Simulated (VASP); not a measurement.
An input for Ansatz (written as the equivalent of a VASP run, and not itself run):

Ansatz 0.2 input:
```yaml
crystal:
  lattice:
    - [2.7340330, 0.0000000, 0.0000000]
    - [-1.3670170, 2.3677430, 0.0000000]
    - [0.0000000, 0.0000000, 8.7967720]
  atoms:
    - { symbol: Zn, position: [-0.0143870, -0.0056850, -0.0023780] }
    - { symbol: Zn, position: [-0.0003830, 0.0104830, 0.4994570] }
    - { symbol: Zn, position: [0.3541430, 0.6901470, 0.2523620] }
    - { symbol: Zn, position: [0.6606270, 0.3050540, 0.7505590] }
kpoints:
  mp_grid: { grid: [8, 8, 2] }
hamiltonian:
  xc: pbe
  pseudopotentials: { kind: paw }
scf:
  occupations: { method: gaussian, width: 0.05 }
  max_iter: 100
output: { forces: true, stress: true, eigenvalues: true }
```

Question: Write the VASP files for the same calculation (PBE).

Answer: This is not unique; one that fits is 
File KPOINTS:
```
Automatic mesh
0
Gamma
 8 8 2
```

POSCAR:
```
Zn
1
    2.7340330000     0.0000000000     0.0000000000
   -1.3670170000     2.3677430000     0.0000000000
    0.0000000000     0.0000000000     8.7967720000
Zn
4
Direct
 -0.0143870000  -0.0056850000  -0.0023780000
 -0.0003830000   0.0104830000   0.4994570000
  0.3541430000   0.6901470000   0.2523620000
  0.6606270000   0.3050540000   0.7505590000
```

### INCAR
```
! general
SYSTEM  = Zn
PREC    = Accurate
ENCUT   = 300   ! plane-wave cut-off (eV)
LREAL   = .FALSE.   ! projection in real space or not
LASPH   = .TRUE.

! electronic loop
EDIFF   = 1E-6
NELM    = 100
ALGO    = Normal
LMAXMIX = 4   ! l cut-off of mixed one-centre charges

! smearing
ISMEAR  = 0   ! Gaussian
SIGMA   = 0.05   ! width (eV)

! functional
GGA     = PE   ! PBE

! ions
ISIF    = 2   ! forces and stress, cell fixed

! output
LWAVE   = .FALSE.
LCHARG  = .FALSE.
```

POTCAR, in this order: Zn (PBE.64 set). Program: vasp_std.

Limits of the translation: each code has its own PAW files, so the cut-off isn't converted (ENCUT is set for VASP's; basis.ecutwfc is left out, and Ansatz then takes the one that its files recommend); Ansatz stops its SCF on the density residual and VASP on the energy change (EDIFF).

The structure was generated: Zn was put into an ordered model structure, which need not be its known phase. The cell was not relaxed at this level, atoms are displaced from their ideal sites. The k-mesh is coarse (spacing up to 0.36 per Å, 2π included), so the numbers may not be converged in it.
